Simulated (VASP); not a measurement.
Consider the following.

```
CELL_PARAMETERS angstrom
      2.81596     0.00000     0.00000
      0.00000     2.84413     0.00000
      0.00000     0.00000     2.88800
ATOMIC_POSITIONS crystal
  Cr 0.00000 0.00000 0.00000
  Cr 0.50858 0.50000 0.50000
```
Starting moments (μB, in the order of the record's atoms Cr Cr): 1.5 -1.5.

Method: PBE GGA, VASP's PBE PAW potentials (set 64) (plane waves; VASP 6.6.1). Settings: 400 eV cut-off, 6×6×6 Γ-centred mesh, first-order Methfessel-Paxton smearing of 0.10 eV, potentials Cr_pv.

**Question.** Which forces act on the atoms, in eV/Å?

**Answer.** 
```csv
atom,Fx,Fy,Fz
Cr1,0.126,0.000,0.000
Cr2,-0.126,0.000,0.000
```

**Question.** Give the stress tensor in GPa (positive for a compressed cell).

**Answer.** 
```
 5.51   0.00   0.00
 0.00   0.96   0.00
 0.00   0.00  -3.72
```
The pressure is its mean diagonal, 0.92 GPa.

The compound is Cr in the bcc, AFM order structure. The cell was not relaxed at this level. The k-mesh is coarse (spacing up to 0.37 per Å, 2π included), so the numbers may not be converged in it. The run is one of a series of settings (KPOINTS 6×6×6 Γ-centred mesh against the base run), some of them coarse on purpose.
